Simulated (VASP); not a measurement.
```
CELL_PARAMETERS angstrom
      3.04800     0.00000     0.00000
      0.00000     3.04800     0.00000
      0.00000     0.00000     3.04800
ATOMIC_POSITIONS crystal
  Rh 0.00000 0.00000 0.00000
  Ge 0.50000 0.50000 0.50000
```

Method: PBE GGA, VASP's PBE PAW potentials (set 64) (plane waves; VASP). Numerical set-up: 400 eV cut-off, 11×11×11 Γ-centred mesh, first-order Methfessel-Paxton smearing of 0.10 eV, potentials Rh_pv Ge_d.

Problem. What does the run give for the energy per atom (σ→0), pressure, band gap (on the k-mesh) with the smallest direct gap where there is one?

Solution. 
```
Item                                                        Result
------------------------  ----------------------------------------
band gap (on the k-mesh)  none (metal, semimetal or under 0.01 eV)
energy per atom (σ→0)                               -6.165 eV/atom
pressure                                                  4.59 GPa
```

Total energies compare only between runs with the same potentials, cut-off and functional.

The structure was generated: GeRh was put into the CsCl type (Pm-3m), which need not be its known phase. The cell was not relaxed at this level. The electron count is odd and the run is not spin-polarised, which forces a metal.
